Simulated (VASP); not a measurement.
Here is a VASP 6.6.1 calculation.

File INCAR:

```
ALGO     = Fast           # electronic algorithm
EDIFF    = 1E-4           # SCF threshold, eV
EDIFFG   = -0.08          # ionic threshold
ENCUT    = 520            # plane-wave cutoff, eV
GGA      = PE             # functional
IBRION   = 2              # ionic algorithm
ISIF     = 3              # what is computed and relaxed
ISMEAR   = 0              # smearing method
LASPH    = True           # aspherical terms in the spheres
LCHARG   = False          # write CHGCAR
LREAL    = Auto         
LWAVE    = False          # write WAVECAR
NELM     = 60             # most SCF steps
NSW      = 24             # ionic steps
PREC     = Normal         # precision mode
SIGMA    = 0.15           # smearing width, eV
```

Contents of KPOINTS:

```
k-points
0
Gamma
  2 2 4
```

The input POSCAR:

```
Ti2TeAs2
1.0
    7.3000000000      0.0000000000      0.0000000000
    0.0000000000      7.3000000000      0.0000000000
    0.0000000000      0.0000000000      3.9600000000
Ti Te As
4 2 4
Direct
    0.1700000000      0.6700000000      0.5000000000
    0.8300000000      0.3300000000      0.5000000000
    0.3300000000      0.1700000000      0.5000000000
    0.6700000000      0.8300000000      0.5000000000
    0.0000000000      0.0000000000      0.0000000000
    0.5000000000      0.5000000000      0.0000000000
    0.1170000000      0.3830000000      0.0000000000
    0.8830000000      0.6170000000      0.0000000000
    0.3830000000      0.8830000000      0.0000000000
    0.6170000000      0.1170000000      0.0000000000
```

Potentials or basis: VASP PAW PBE potentials, release 64 (Ti_sv, Te, As).

Command:

```bash
$ cat potpaw_PBE.64/Ti_sv/POTCAR potpaw_PBE.64/Te/POTCAR potpaw_PBE.64/As/POTCAR > POTCAR
$ mpirun -np 1 vasp_std > vasp.out
```

Problem. Estimate the space group after relaxing (to 0.05 Å).

Solution. P4/mbm (No. 127).

Problem. Estimate the relaxed cell.

Solution. a = 7.592 Å, b = 7.592 Å, c = 3.278 Å, α = 90.00°, β = 90.00°, γ = 90.00°.

Forces in eV/Å, atoms in the order of the input:
```
Ti  -0.027 -0.027  0.000
Ti   0.027  0.027  0.000
Ti   0.027 -0.027  0.000
Ti  -0.027  0.027  0.000
Te   0.000  0.000  0.000
Te   0.000  0.000  0.000
As  -0.027  0.027  0.000
As   0.027 -0.027  0.000
As   0.027  0.027  0.000
As  -0.027 -0.027  0.000
```

Caveat: the k mesh is coarse (spacing up to 0.43 Å⁻¹), so the values aren't converged; the relaxation stopped at a loose force limit of 0.08 eV/Å, so its end isn't a converged minimum. The run has no spin-orbit coupling, so splittings on Te are missing.
